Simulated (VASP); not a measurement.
NaSb2Au:

```xyz
4
Lattice="4.3573 0.0000 0.0000 -2.1787 3.7735 0.0000 0.0000 0.0000 6.8185" Properties=species:S:1:pos:R:3 pbc="T T T"
Na    0.0000    0.0000    3.4092
Sb    2.1787    1.2578    5.5661
Sb    0.0000    2.5157    1.2524
Au    0.0000    0.0000    0.0000
```

The cell was built by a generator and needn't be a form met in nature.

```yaml
Program: VASP 6.6.1
Task: relaxation of cell and atoms
Functional: PBE
Potentials_or_basis: VASP PAW PBE potentials, release 54 (Na, Sb, Au)
Cutoff: 600 eV
k_mesh: 5 × 5 × 3
Occupations: fermi-dirac, width 0.05 eV
Spin: no spin polarisation
```

At the start: pressure -0.1 GPa; volume 28.03 Å³/atom.

Problem. Where does the relaxation end?

Solution. Over 11 steps the energy falls by 2.5 meV/atom and the volume is 27.56 Å³/atom (-1.7 %); space group P-3m1 (No. 164, to 0.05 Å).

The path:
```tsv
step	energy change (eV)	largest force (eV/Å)	pressure (GPa)	volume (Å³)
1	0.0000	0.0086	-0.10	112.11
2	-0.0023	0.0064	-0.02	111.84
3	-0.0071	0.0564	0.21	111.00
4	-0.0039	0.1870	0.73	109.26
5	-0.0082	0.0930	0.36	110.46
6	-0.0095	0.0540	0.06	110.84
7	-0.0097	0.0363	-0.07	111.01
8	-0.0097	0.0376	-0.06	110.99
9	-0.0098	0.0332	-0.05	110.91
10	-0.0101	0.0196	-0.03	110.69
11	-0.0102	0.0074	0.01	110.24
```

Final structure:
```cif
data_structure
_symmetry_space_group_name_H-M 'P 1'
_symmetry_Int_Tables_number 1
_cell_length_a 4.4071
_cell_length_b 4.4071
_cell_length_c 6.5535
_cell_angle_alpha 89.999
_cell_angle_beta 90.001
_cell_angle_gamma 119.998
_cell_volume 110.24
loop_
_atom_site_label
_atom_site_type_symbol
_atom_site_fract_x
_atom_site_fract_y
_atom_site_fract_z
_atom_site_occupancy
Na1 Na 0.00000 0.00000 0.50000 1
Sb1 Sb 0.66668 0.33332 0.81414 1
Sb2 Sb 0.33332 0.66668 0.18586 1
Au1 Au 0.00000 0.00000 0.00000 1
```
